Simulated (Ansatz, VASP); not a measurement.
# Cross-check of TiB2 between VASP and Ansatz

Wanted: the spread between two codes on one cell, functional and k mesh. The cell is taken from a series of runs on this material, whose earlier steps may have relaxed, scaled, displaced or heated it; both programs get it as it stands.

Method: plane waves, with VASP 6.6.1 beside it; relaxation of cell and atoms at PBE, in Ansatz 0.2.0.

**1. Starting point**

It takes space group P6/mmm (No. 191, hexagonal). Conventional cell: a = 3.032 Å, b = 3.032 Å, c = 3.224 Å, α = 90.00°, β = 90.00°, γ = 120.00°. Nearest to Ti lie 12 B at 2.38 Å. Nearest to B lie 3 B at 1.75 Å and 6 Ti at 2.38 Å. Farther neighbours are not listed.

**2. VASP: relaxation of cell and atoms, PBE**

The relaxed volume is the usual yardstick between codes: in a stiff, nearly cubic crystal its relative difference is about their pressure difference at one cell divided by the bulk modulus.

Lines of VASP's logs that name or quote its potential files are left out, and so is its time.

INCAR

```
SYSTEM = TiB2
PREC = Accurate
ENCUT = 500
EDIFF = 1E-07
NELM = 120
ISMEAR = 1
SIGMA = 0.2
LREAL = .FALSE.
ALGO = Normal
GGA = PE
NBANDS = 15
LASPH = .TRUE.
LORBIT = 11
LWAVE = .FALSE.
LCHARG = .FALSE.
ISIF = 3
IBRION = 2
NSW = 80
EDIFFG = -0.005
GGA_COMPAT = .FALSE.
NELMIN = 4
```

POSCAR

```
TiB2
1.0
    3.0317100000      0.0000000000      0.0000000000
   -1.5158550000      2.6255380000      0.0000000000
    0.0000000000      0.0000000000      3.2242990000
Ti B
1 2
Direct
    0.0000000000      0.0000000000      0.0000000000
    0.3333333333      0.6666666667      0.5000000000
    0.6666666667      0.3333333333      0.5000000000
```

KPOINTS

```
Automatic mesh
0
Gamma
12 12 8
0 0 0
```

PAW data sets: Ti_sv and B (PBE family, release 64).

On the command line:

```sh
mpirun -np 1 vasp_std
```

Numbers of over 12 decimals in the logs are rounded to 6 here.

Log:

```text
[banner, memory and clock lines left out]
running    1 mpi-ranks, on    1 nodes
 distrk:  each k-point on    1 cores,    1 groups
 distr:  one band on    1 cores,    1 groups

 POSCAR found type information on POSCAR TiB
 POSCAR found :  2 types and       3 ions
 LDA part: xc-table for (Slater+PW92), standard interpolation
 POSCAR, INCAR and KPOINTS ok, starting setup
 FFT: planning ... GRIDC
 FFT: planning ... GRID_SOFT
 FFT: planning ... GRID
 WAVECAR not read
 entering main loop
       N       E                     dE             d eps       ncg     rms          rms(c)
DAV:   1     0.121411979918E+03    0.12141E+03   -0.89360E+03  2850   0.133E+03
DAV:   2    -0.218553251905E+02   -0.14327E+03   -0.13858E+03  2997   0.348E+02
DAV:   3    -0.293970691584E+02   -0.75417E+01   -0.74655E+01  4158   0.785E+01
DAV:   4    -0.295801542176E+02   -0.18309E+00   -0.18296E+00  3425   0.111E+01
DAV:   5    -0.295857669294E+02   -0.56127E-02   -0.56125E-02  4193   0.163E+00    0.167E+01
DAV:   6    -0.244270609279E+02    0.51587E+01   -0.21756E+01  4031   0.516E+01    0.378E+00
DAV:   7    -0.244275097186E+02   -0.44879E-03   -0.12307E+00  3104   0.127E+01    0.333E+00
DAV:   8    -0.244303680682E+02   -0.28583E-02   -0.88600E-02  4675   0.257E+00    0.828E-01
DAV:   9    -0.244292201690E+02    0.11479E-02   -0.36704E-02  3583   0.256E+00    0.258E-01
DAV:  10    -0.244286481194E+02    0.57205E-03   -0.30723E-03  3715   0.704E-01    0.622E-02
DAV:  11    -0.244286776498E+02   -0.29530E-04   -0.47442E-04  3867   0.259E-01    0.641E-02
DAV:  12    -0.244286536866E+02    0.23963E-04   -0.11873E-04  3226   0.146E-01    0.125E-02
DAV:  13    -0.244286533652E+02    0.32136E-06   -0.46720E-06  3510   0.198E-02    0.402E-03
DAV:  14    -0.244286534918E+02   -0.12655E-06   -0.69598E-07  3376   0.718E-03    0.764E-04
DAV:  15    -0.244286535112E+02   -0.19419E-07   -0.11330E-07  2537   0.240E-03
   1 F= -.24428654E+02 E0= -.24428610E+02  d E =-.244287E+02
 curvature:   0.00 expect dE= 0.000E+00 dE for cont linesearch  0.000E+00
 trial: gam= 0.00000 g(F)=  0.246E-47 g(S)=  0.789E-04 ort = 0.000E+00 (trialstep = 0.100E+01)
 search vector abs. value=  0.789E-04
 bond charge predicted
       N       E                     dE             d eps       ncg     rms          rms(c)
DAV:   1    -0.244292421029E+02   -0.58861E-03   -0.12875E-02  3840   0.162E+00    0.234E-01
DAV:   2    -0.244287283962E+02    0.51371E-03   -0.30774E-03  3462   0.734E-01    0.526E-02
DAV:   3    -0.244286565479E+02    0.71848E-04   -0.29083E-04  3962   0.178E-01    0.222E-02
DAV:   4    -0.244286575502E+02   -0.10023E-05   -0.81439E-05  4158   0.669E-02    0.125E-02
DAV:   5    -0.244286640867E+02   -0.65364E-05   -0.10435E-05  4320   0.218E-02    0.435E-03
DAV:   6    -0.244286651434E+02   -0.10567E-05   -0.35797E-06  4312   0.917E-03    0.240E-03
DAV:   7    -0.244286651606E+02   -0.17252E-07   -0.32346E-07  3390   0.411E-03
   2 F= -.24428665E+02 E0= -.24428630E+02  d E =-.116495E-04
 trial-energy change:   -0.000012  1 .order   -0.000016   -0.000079    0.000047
 step:   0.5762(harm=  0.6284)  dis= 0.00000  next Energy=   -24.428675 (dE=-0.219E-04)
 bond charge predicted
       N       E                     dE             d eps       ncg     rms          rms(c)
DAV:   1    -0.244287782631E+02   -0.11312E-03   -0.23267E-03  3895   0.688E-01    0.989E-02
DAV:   2    -0.244286848034E+02    0.93460E-04   -0.54616E-04  3462   0.309E-01    0.222E-02
DAV:   3    -0.244286727760E+02    0.12027E-04   -0.51706E-05  3970   0.749E-02    0.938E-03
DAV:   4    -0.244286734352E+02   -0.65918E-06   -0.14576E-05  4166   0.284E-02    0.532E-03
DAV:   5    -0.244286753867E+02   -0.19515E-05   -0.18953E-06  4336   0.942E-03    0.179E-03
DAV:   6    -0.244286758557E+02   -0.46899E-06   -0.62056E-07  4059   0.380E-03    0.999E-04
DAV:   7    -0.244286759641E+02   -0.10850E-06   -0.47287E-08  1944   0.175E-03    0.366E-04
DAV:   8    -0.244286759680E+02   -0.38290E-08   -0.23424E-08  1439   0.121E-03
   3 F= -.24428676E+02 E0= -.24428638E+02  d E =-.224568E-04
 curvature:  -0.31 expect dE=-0.220E-05 dE for cont linesearch -0.253E-07
 trial: gam= 0.05840 g(F)=  0.165E-45 g(S)=  0.716E-05 ort = 0.255E-05 (trialstep = 0.915E+00)
 search vector abs. value=  0.772E-05
 reached required accuracy - stopping structural energy minimisation
```

Parts of OUTCAR (step 2):

```text
ion  position               nearest neighbor table
   1  0.000  0.000  0.000-   2 2.38   3 2.38   2 2.38   3 2.38   3 2.38   3 2.38   2 2.38   2 2.38
                             3 2.38   3 2.38   2 2.38   2 2.38
   2  0.333  0.667  0.500-   3 1.75   3 1.75   3 1.75   1 2.38   1 2.38   1 2.38   1 2.38   1 2.38
                             1 2.38
   3  0.667  0.333  0.500-   2 1.75   2 1.75   2 1.75   1 2.38   1 2.38   1 2.38   1 2.38   1 2.38
                             1 2.38

  LATTYP: Found a hexagonal cell.
 ALAT       =     3.0317100000
 C/A-ratio  =     1.0635248754

 Subroutine GETGRP returns: Found 24 space group operations
 (whereof 24 operations were pure point group operations)

The static configuration has the point symmetry D_6h.

 Found     95 irreducible k-points:

   k-points           NKPTS =     95   k-points in BZ     NKDIM =     95   number of bands    NBANDS=     15

   dimension x,y,z NGX =    24 NGY =   24 NGZ =   24
   dimension x,y,z NGXF=    48 NGYF=   48 NGZF=   48

   ENCUT  =  500.0 eV  36.75 Ry    6.06 a.u.   5.53  5.53  5.88*2*pi/ulx,y,z

   NELECT =      18.0000    total number of electrons

 k-points in reciprocal lattice and weights: Automatic mesh
   0.00000000  0.00000000  0.00000000       0.001
   0.08333333  0.00000000  0.00000000       0.005
   0.16666667  0.00000000  0.00000000       0.005
   0.25000000 -0.00000000  0.00000000       0.005
   0.33333333  0.00000000  0.00000000       0.005
   0.41666667 -0.00000000  0.00000000       0.005
   0.50000000 -0.00000000  0.00000000       0.003
   0.08333333  0.08333333  0.00000000       0.005
   0.16666667  0.08333333  0.00000000       0.010
[...]
0.33333333  0.25000000  0.50000000       0.010
   0.33333333  0.33333333  0.50000000       0.002

 average (electrostatic) potential at core
       1 -70.9739       2 -22.3511       3 -22.3511

 E-fermi :   9.9844

 k-point     1 :       0.0000    0.0000    0.0000
  band No.  band energies     occupation
    ...
      5      -3.5123      2.00000
      6       7.3746      2.00000
      7       7.3746      2.00000
      8       7.6768      2.00000
      9       7.8784      2.00000
     10      11.8699     -0.00000
     11      11.8699     -0.00000
     12      13.6374     -0.00000
     13      13.6374     -0.00000
     14      15.7344      0.00000
    ...

 k-point     2 :       0.0833    0.0000    0.0000
  band No.  band energies     occupation
    ...
      5      -3.3788      2.00000
      6       6.9902      2.00000
      7       7.3505      2.00000
      8       7.5704      2.00000
      9       7.9457      2.00000
     10      11.8305     -0.00000
     11      12.0994     -0.00000
     12      13.1217     -0.00000
     13      13.2097     -0.00000
     14      16.2247      0.00000
    ...

 k-point     3 :       0.1667    0.0000    0.0000
  band No.  band energies     occupation
    ...
      5      -2.9861      2.00000
      6       6.0041      2.00000
      7       7.2649      2.00000
      8       7.3308      2.00000
      9       8.0968      2.00000
     10      11.7248     -0.00000
     11      12.3834     -0.00000
     12      12.6614     -0.00000
     13      12.6862     -0.00000
     14      16.8066      0.00000
    ...

  Total       -0.0122279     -0.0122279      0.0120852      0.0000000      0.0000000      0.0000000
  in kB       -0.7625725     -0.7625726      0.7536778      0.0000000      0.0000000      0.0000000
  external PRESSURE =      -0.2571557 kB  Pullay stress =       0.0000000 kB

  energy-cutoff  :      500.00
  volume of cell :       25.69
      direct lattice vectors                 reciprocal lattice vectors
     3.032380222  0.000000000  0.000000000     0.329773949  0.190395069  0.000000000
    -1.516190111  2.626118429 -0.000000000     0.000000000  0.380790138  0.000000000
     0.000000000  0.000000000  3.226133157     0.000000000  0.000000000  0.309968607

 POSITION                                       TOTAL-FORCE (eV/Angst)
 -----------------------------------------------------------------------------------
     -0.00000      0.00000     -0.00000         0.000000      0.000000      0.000000
     -0.00000      1.75075      1.61307         0.000000      0.000000     -0.000000
      1.51619      0.87537      1.61307        -0.000000      0.000000      0.000000
 -----------------------------------------------------------------------------------
    total drift:                               -0.000000      0.000000      0.000000

  FREE ENERGIE OF THE ION-ELECTRON SYSTEM (eV)
  ---------------------------------------------------
  free  energy   TOTEN  =       -24.4286759680 eV

  energy  without entropy=      -24.4285610137  energy(sigma->0) =      -24.42863765

 reached required accuracy - stopping structural energy minimisation

 total charge
# of ion       s       p       d       tot
------------------------------------------
    1        2.176   6.209   2.032  10.416
    2        0.686   1.323   0.000   2.010
    3        0.686   1.323   0.000   2.010
--------------------------------------------------
tot          3.548   8.855   2.032  14.436

[... 3 further parts left out ...]
```

The run keeps the 24 symmetry operations of its start, so it cannot find a distortion of lower symmetry.

**3. Ansatz: relaxation of cell and atoms, PBE**

Ansatz runs on its PAW soft_1 files.

The same cell, functional, mesh and smearing now go to Ansatz, which takes its cutoff from its data sets.

input.yaml

```yaml
crystal:
  lattice:
    - [3.0317103221, 0.0, 0.0]
    - [-1.5158551611, 2.6255381559, 0.0]
    - [0.0, 0.0, 3.2242994752]
  atoms:
    - { symbol: Ti, position: [0.0, 0.0, 0.0] }
    - { symbol: B, position: [0.3333333333, 0.6666666667, 0.5] }
    - { symbol: B, position: [0.6666666667, 0.3333333333, 0.5] }
kpoints:
  mp_grid: { grid: [12, 12, 8] }
hamiltonian:
  xc: pbe
  pseudopotentials: { kind: paw, azcp: { folder: soft_1 } }
scf:
  occupations: { method: methfessel_paxton, width: 0.2 }
output:
  forces: true
  stress: true
  eigenvalues: true
relax:
  adjacent_minimum: "off"
  f_tol: 0.001
  max_steps: 60
  cell: { stress_tol: 0.01 }
```

On the command line:

```sh
ansatz run input.yaml --threads 16 --pin off --max-ram 92160MiB --backend cuda --events-out ev --progress --plain --runs-dir out --max-vram 78GiB
```

Log:

```text
Engine: ansatz 0.2.0, aarch64-unknown-linux-gnu
Pseudopotentials: kind: paw
Pseudopotential: Ti, paw, valence charge 12, recommended cutoff 420 eV (normal), soft_1/Ti.paw.azcp
Pseudopotential: B, paw, valence charge 3, recommended cutoff 420 eV (normal), soft_1/B.paw.azcp
Functional definition: PBE
  parameter kappa = 0.804
  parameter beta = 0.066725
  exchange = pbe_x(kappa = kappa, mu = beta*pi^2/3)
  correlation = pbe_c(beta = beta)
[...]
Crystal: 3 atoms, lattice volume = 25.665 Å³
Basis set: ecut = 420 eV, 503 PW (Γ), exchange–correlation on 48×48×48 points (8 copies of the dense FFT grid, shifted against one another)
Bands: 13, of which v1, the nominal top of the filled ones, is band 9 counted from 1 (8 counted from 0)
Symmetry: 24 space group operations
Space group: P6/mmm (ITA 191), of the structure as read, at distance tolerance 2.9e-5 Å
k-points: 95 of 1152
Non-local potential: Ti, projectors of the file, l = 0: 3, l = 1: 2, l = 2: 3, l = 3: 1
Non-local potential: B, projectors of the file, l = 0: 2, l = 1: 2, l = 2: 1
PAW form: soft (Blöchl's): semilocal exchange-correlation on the pseudo side does not see the compensation charge
PAW one-centre angular grid: Ti, 590 points (default); XC on 64 Gauss nodes
PAW one-centre angular grid: B, 110 points (default); XC on 64 Gauss nodes
Initial density: superposition of atomic densities (chi_scale 0.1, normalization cell, long waves kept (reshape's long-wave potential 0.00 eV rms))
Initial wavefunctions: pseudopotential atomic-orbital guess
[...]
Functional: x = pbe(κ = 0.804, μ = 0.219515), c = pbe(β = 0.066725)
SCF iter   1: F=—  HF=-2815.924100 eV  |F-HF|=—  |Δ(HF+E_count)|=         —  Δρ=1.07e-1  dr2=4.75e0  ethr=3.10e-3  ⟨swp⟩=4.6  Hψ=5758  notcnv=0
preconditioner: auto → none  [metal: Δε(μ)=0.033 eV  Ē_g=9.444 eV  σ=0.200 eV  W_gap=0.14  n_scr=8 (ndim 8)  ℏωp=23.2 eV  f_vac=0.000  D(μ)=0.32/eV (n_scr^D=0)  sad-step TF]
SCF iter   2: F=—  HF=-2815.253691 eV  |F-HF|=—  |Δ(HF+E_count)|=   6.70e-1  S|Δr|=    0.00e0  Δρ=7.09e-2  dr2=2.24e0  ethr=3.10e-3  ⟨swp⟩=2.0  Hψ=2359  notcnv=0
[...]
SCF iter   7: F=-2814.696882 eV  HF=-2814.696882 eV  |F-HF|=2.12e-8  |Δ(HF+E_count)|=   1.01e-7  S|Δr|=    0.00e0  Δρ=9.32e-6  dr2=2.11e-8  ethr=5.56e-10  ⟨swp⟩=5.0  Hψ=6944  notcnv=0
SCF 1 converged in 7 iterations: F = -2814.696882 eV  dr2 = 2.11e-8
  greatest PAW one-centre occupation: 0.999 electrons in one spin orbital (limit 2), on the Ti atom at site 0 (counted from 0), in its partial waves of l = 0
relax step   1: F+E_penalty+E_count = -2814.69688237 eV  Δ(F+E_penalty+E_count) = +0.000e0 eV  max|allowed force component| = 1.110e-16 eV/Å  Δτ_max = 0.0000 Å  P = +0.023 GPa  Ω = 25.665 Å³  (7 SCF iters, dr2 threshold 1.00e-7 eV, accepted)
[...]
relax step   2: F+E_penalty+E_count = -2814.69688543 eV  Δ(F+E_penalty+E_count) = -3.052e-6 eV  max|allowed force component| = 1.542e-16 eV/Å  Δτ_max = 0.0000 Å  P = -0.004 GPa  Ω = 25.670 Å³  energy of the carried Pulay correction = -4.123e-6 eV  (3 SCF iters, dr2 threshold 7.35e-8 eV, accepted)
[...]
relax step   3: F+E_penalty+E_count = -2814.69688601 eV  Δ(F+E_penalty+E_count) = -5.786e-7 eV  max|allowed force component| = 7.401e-17 eV/Å  Δτ_max = 0.0000 Å  P = -0.000 GPa  Ω = 25.669 Å³  energy of the carried Pulay correction = -3.624e-6 eV  (2 SCF iters, dr2 threshold 9.10e-10 eV, accepted)
[...]
relax step   4: F+E_penalty+E_count = -2814.69688344 eV  Δ(F+E_penalty+E_count) = +2.565e-6 eV  max|allowed force component| = 8.635e-17 eV/Å  Δτ_max = 0.0000 Å  P = -0.000 GPa  Ω = 25.669 Å³  stress off target by 5.30e-4 GPa  SCF on the basis re-selected at this cell (its energy is not comparable with the rows above)  (3 SCF iters)
basis re-selected at this cell: Δ(F+E_penalty+E_count) = +2.565e-6 eV, ΔP = +0.000 GPa vs the last step (what re-selecting the basis moved, of the pressure what is left beyond the Pulay correction that the steps carried, after the strain that the cell walked since its last selection, with what the two solves' SCF thresholds leave and, on support functions, any second-order correction that the steps lacked; it is no m [...]
SCF converged after 3 iterations
Stability not checked: this state was not tested for a lower state beside it, because cold or Methfessel-Paxton smearing, or corrected tetrahedra, fill the levels in a way that the test cannot read (fill_not_monotonic; see scf.lower_state_search)
Free energy (F): -2814.696883 eV
Harris-Foulkes:  -2814.696883 eV  (|F-HF|=2.27e-12)
Internal energy: -2814.696759 eV  (E = F + TS)
E sigma→0 (E₀):  -2814.696852 eV
Entropy (-TS):   -0.000125 eV (-0.042 meV/atom)
Fermi energy:    15.095197 eV
--- Per-component energies (eV) ---
  E_band       = -95.069808
  E_kinetic    = 383.438878
  E_local      = -840.799553  (includes V_loc(G=0)·N_el)
  E_nonlocal   = 75.624838
  E_hartree    = 345.655788
  E_xc         = -184.499330
  E_vxc        = -226.397079  (∫ρ·V_xc dr)
  E_paw        = -1198.193380  (= ΣΔE_a)
  E_vpaw       = -178.248396  (= ΣTr[D̂ρ^β])
  E_aug_tail   = -0.000076  (compensation charges beyond the density's cutoff)
  E_ewald      = -1395.923924
  E_smearing   = -0.000125  (= −TS)
  E_closure    = -0.000000  (closes the sum)
  Σ components = -2814.696883   (vs F -2814.696883, Δ=0.00e0)
--- Forces (eV/Å), atoms counted from 1 ---
  atom   1  Ti     0.00000000    -0.00000000     0.00000000
  atom   2  B      0.00000000     0.00000000     0.00000000
  atom   3  B     -0.00000000    -0.00000000     0.00000000
  max |Σ_I F_I| component: 1.85e-17 eV/Å
--- Stress (GPa, compression-positive) ---
       -0.000530       0.000000       0.000000
        0.000000      -0.000530       0.000000
        0.000000       0.000000       0.000470
  P = ⅓ Tr σ = -0.0002 GPa (-0.002 kbar)
--- Band table (eV; the first three rows and the last of 95) ---
  k-point 0: bands = [... 5 lower, 12.4770, 12.4770, 12.7816, 12.9835, 16.9890, 16.9890, 18.7506, 18.7506]
  k-point 1: bands = [... 5 lower, 11.2480, 12.6419, 12.6419, 14.3062, 16.5104, 16.5104, 18.3966, 18.3966]
  k-point 2: bands = [... 5 lower, 9.5709, 13.1251, 13.1251, 15.4911, 15.7039, 15.7039, 17.4856, 17.4856]
  k-point 94: bands = [... 5 lower, 6.5252, 9.3732, 11.9244, 11.9244, 17.6128, 19.3336, 19.3336, 19.5860]
--- Relaxed structure (3 steps of the walk, 3 accepted, 1 SCFs on fresh bases) ---
  F+E_penalty+E_count = -2814.69688344 eV   max|allowed force component| = 8.635e-17 eV/Å   (the final SCF, on the basis selected at the relaxed cell)
  cell:  # Å, volume = 25.6695 Å³
    - [3.031297, 2.8863556765685245e-11, 0.0]
    - [-1.515648, 2.625180, 0.0]
    - [0.0, 0.0, 3.225742]
  atoms:
    - { symbol: Ti, position: [0, 0, 0.0] }
    - { symbol: B, position: [0.333333, 0.666667, 0.5] }
    - { symbol: B, position: [0.666667, 0.333333, 0.5] }
```

Reading the cycles: dr2 is the Hartree energy of the density residual (eV), the measure of convergence; HF is the Harris–Foulkes estimate of the energy, which meets the free energy F at convergence.

**4. Differences**

Known differences besides the potentials themselves: the cutoff is 420 eV in Ansatz and 500 eV in VASP; Ansatz adds a Pulay correction to the stress that steers its cell, VASP none. Total energies have different zeros and are not compared.

The two programs side by side:

| quantity | Ansatz | VASP | difference |
| --- | --- | --- | --- |
| volume (Å³) | 25.67 | 25.69 | -0.08 % |
| edge a after relaxation, in the typed setting (Å) | 3.031 | 3.032 | -0.04 % |
| edge c after relaxation, in the typed setting (Å) | 3.226 | 3.226 | -0.01 % |

**5. Results**

| Item | Value |
| --- | --- |
| difference in volume (relaxation of cell and atoms, PBE) | -0.084 % |

In words: The difference in volume is -0.084 % (relaxation of cell and atoms, PBE), within the 1.2 % picked in this series as the mark of a large difference, as far as the stopping tolerances let one tell. How closely two codes agree says nothing of how well the functional describes the real material.

[Lines on the potential files, build, host, timing and source positions are cut from VASP's logs without a mark.]

[Logs are printed without paths, hosts, clocks, repeated set-up lines and the standing remarks that a program may print on its own settings, such as how far it seeks lower states.]

[Hosts, paths, dates, database ids (printed as entryN), source tags and the programs' standing remarks are cut or masked in the printed files.]
